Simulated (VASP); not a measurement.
```yaml
crystal:
  lattice:
    - [0.00000, 2.79839, 2.79839]
    - [2.79839, 0.00000, 2.79839]
    - [2.79839, 2.79839, 0.00000]
  atoms:
    - { symbol: Li, position: [0.00000, 0.00000, 0.00000] }
    - { symbol: Br, position: [0.50000, 0.50000, 0.50000] }
```

The numbers are results of vdW-DF2, VASP's PBE PAW potentials (set 64) (plane waves; VASP), not measurements. Numerical set-up: 520 eV cut-off, Gaussian smearing of 0.050 eV, potentials Li_sv Br.

Q: Predict the band gap (along the path) with the smallest direct gap where there is one.

A: 
```
Property                                Value
------------------------------------  -------
band gap (along the path)             4.76 eV
smallest direct gap (along the path)  4.77 eV
```

Only differences to runs with the same potentials and settings are physical.

The compound is LiBr in the rock salt structure. It was relaxed first, which changed the volume by +5 %.
